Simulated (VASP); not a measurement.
Set up this calculation in VASP 6.6.1, as the native input.

| Item | Value |
| --- | --- |
| Task | atomic charges |
| Functional | PBE |
| Dispersion | TS |
| Potentials or basis | VASP PAW PBE potentials, release 64 (H, Pb_d, N, O) |
| Cutoff | 520 eV |
| k mesh | 7 × 7 × 5 |
| Occupations | fermi-dirac, width 0.05 eV |
| Spin | no spin polarisation |
| Further INCAR settings | ALGO = Fast; EDIFF = 1e-06 |

The structure of HPbNO4 lies in POSCAR:

```
HPbNO4
1.0
    4.2040700000      0.0000000000      0.0000000000
    2.0217200000      3.8395200000      0.0000000000
    2.0468600000      1.2790000000      6.2813200000
H Pb N O
1 1 1 4
Direct
    0.8914500000      0.6820200000      0.6279600000
    0.1442600000      0.9287200000      0.8835200000
    0.2567000000      0.2886100000      0.3017100000
    0.8310800000      0.6505600000      0.7840500000
    0.3869400000      0.2238000000      0.1129500000
    0.3110400000      0.0357600000      0.4585600000
    0.0772600000      0.6063300000      0.3227500000
```

The cell was built by a generator and needn't be a form met in nature.

The input as run:

INCAR

```
PREC     = Accurate       # precision mode
ENCUT    = 520            # plane-wave cutoff, eV
EDIFF    = 1E-6           # SCF threshold, eV
ISMEAR   = -1             # smearing method
SIGMA    = 0.05           # smearing width, eV
LREAL    = False          # projectors in reciprocal space
LASPH    = True           # aspherical terms in the spheres
NELM     = 80             # most SCF steps
ALGO     = Fast           # electronic algorithm
ISIF     = 2              # what is computed and relaxed
LWAVE    = False          # write WAVECAR
LCHARG   = False          # write CHGCAR
GGA      = PE             # functional
IVDW     = 2              # dispersion correction
LORBIT   = 10             # projections on sites
KPAR     = 4
```

KPOINTS

```
regular mesh
0
Gamma
  7 7 5
```

Potentials or basis: VASP PAW PBE potentials, release 64 (H, Pb_d, N, O).

The run is started by

```sh
$ cat potpaw_PBE.64/H/POTCAR potpaw_PBE.64/Pb_d/POTCAR potpaw_PBE.64/N/POTCAR potpaw_PBE.64/O/POTCAR > POTCAR
$ mpirun -np 4 vasp_std > vasp.out
```

It gave:

```json
{
  "Pressure": "-0.3 GPa",
  "Largest force": "0.401 eV/Å",
  "Band gap on the k mesh": "2.79 eV, indirect (least direct gap 2.81 eV)",
  "Valence electrons inside the program's atomic spheres": "H 0.72; Pb 11.72; N 3.82; O 5.05, 5.06, 5.08, 5.07",
  "Hirshfeld charges": "H +0.07; Pb +0.56; N +0.25; O -0.35, -0.19, -0.17, -0.16 e",
  "Dispersion energy per atom": "-0.079 eV"
}
```

Caveat: the standard files for N, O and F lose accuracy on very short bonds; spin-orbit coupling is left out, which as a rule narrows the gap of such compounds by several tenths of an eV; an odd mesh through Γ misses points on the zone boundary, where band edges often lie.

Run time: 66 s on 4 MPI ranks on Intel(R) Xeon(R) Platinum 8488C (Sapphire Rapids), with other jobs on the host, peak memory 0.45 GiB a rank.
